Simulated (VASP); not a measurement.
Input of a VASP 6.6.1 run:

Contents of INCAR:

```
  ALGO = Fast
  EDIFF = 1E-4
  EDIFFG = -0.08
  ENCUT = 520
  GGA = PE
  IBRION = 2
  ISIF = 3
  ISMEAR = 0
  LASPH = T
  LCHARG = F
  LREAL = F
  LWAVE = F
  NELM = 60
  NSW = 24
  PREC = Normal
  SIGMA = 0.15
```

File KPOINTS:

```
k-points
0
Gamma
  4 4 2
```

POSCAR

```
Ti2Te2S
1.0
    4.5858867100      0.0000000000      0.0000000000
   -2.2929433500      3.9714943900      0.0000000000
    0.0000000000      0.0000000000      7.5513218100
Ti Te S
2 2 1
Direct
    0.0000000000      0.0000000000      0.3011089800
    0.0000000000      0.0000000000      0.6988910200
    0.3333333300      0.6666666700      0.5000000000
    0.6666666700      0.3333333300      0.5000000000
    0.0000000000      0.0000000000      0.0000000000
```

Potentials or basis: VASP PAW PBE potentials, release 64 (Ti_sv, Te, S).

The run is started by

```bash
$ cat potpaw_PBE.64/Ti_sv/POTCAR potpaw_PBE.64/Te/POTCAR potpaw_PBE.64/S/POTCAR > POTCAR
$ mpirun -np 1 vasp_std > vasp.out
```

Q: Estimate the space group after relaxing (to 0.05 Å).

A: P6/mmm (No. 191).

Q: What does it give for the band gap on the k mesh?

A: None (metal or under the smearing width).

Q: Estimate the relaxed volume.

A: 31.52 Å³/atom.

Q: Estimate the relaxed cell.

A: a = 5.185 Å, b = 5.185 Å, c = 6.769 Å, α = 90.00°, β = 90.00°, γ = 120.00°.

Step by step:
| step | energy change (eV) | largest force (eV/Å) | pressure (GPa) | volume (Å³) |
| --- | --- | --- | --- | --- |
| 1 | 0.0000 | 1.3258 | 8.27 | 137.53 |
| 2 | 15.6907 | 2.1159 | 4.13 | 165.75 |
| 3 | -1.4165 | 1.9430 | 1.37 | 153.27 |
| 4 | -1.6032 | 2.1304 | 1.33 | 157.14 |
| 5 | -1.7530 | 2.3469 | -0.16 | 161.45 |
| 6 | -1.8418 | 2.4220 | -0.73 | 163.60 |
| 7 | -1.8616 | 2.4263 | -0.88 | 164.68 |
| 8 | -2.3093 | 0.5255 | -1.19 | 161.76 |
| 9 | -2.3392 | 0.1923 | -0.98 | 160.90 |
| 10 | -2.3420 | 0.0453 | 0.67 | 155.92 |
| 11 | -2.3520 | 0.1156 | 0.19 | 158.27 |
| 12 | -2.3724 | 0.1631 | -0.21 | 158.61 |
| 13 | -2.3728 | 0.1564 | -0.31 | 158.46 |
| 14 | -2.3729 | 0.1517 | -0.26 | 158.35 |
| 15 | -2.3740 | 0.0396 | -0.04 | 157.61 |

Caveat: the k mesh is coarse (spacing up to 0.42 Å⁻¹), so the values aren't converged. Spin-orbit coupling is left out, which matters for the levels of Te.
